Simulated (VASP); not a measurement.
Here is the system:

```
CELL_PARAMETERS angstrom
      2.25603    -3.90756     0.00000
      2.25603     3.90756     0.00000
      0.00000     0.00000     5.04565
ATOMIC_POSITIONS crystal
  Se 0.00000 0.21989 0.66667
  Se 0.78011 0.78011 0.00000
  Se 0.21989 0.00000 0.33333
```

Calculation: PBE0 hybrid, VASP's PBE PAW potentials (set 64) (plane waves; VASP). Run with 520 eV cut-off, 4×4×4 Γ-centred mesh, Gaussian smearing of 0.050 eV, potentials Se.

Without a dispersion term in the relaxation, distances and binding between the weakly bound layers, chains or molecules are unreliable, and so is what depends on them.

**Question.** Which forces act on the atoms, in eV/Å?

**Answer.** 
```tsv
atom	Fx	Fy	Fz
Se1	-0.313	-0.542	0.000
Se2	0.626	0.000	0.000
Se3	-0.313	0.542	0.000
```

**Question.** Give the stress tensor in GPa (positive for a compressed cell).

**Answer.** 
```
-1.46   0.00   0.00
 0.00  -1.46   0.00
 0.00   0.00  -3.87
```
The pressure is its mean diagonal, -2.26 GPa.

The compound is Se in the trig structure. It was relaxed first, which changed the volume by +9 %. The cell's shape comes from a PBE relaxation.
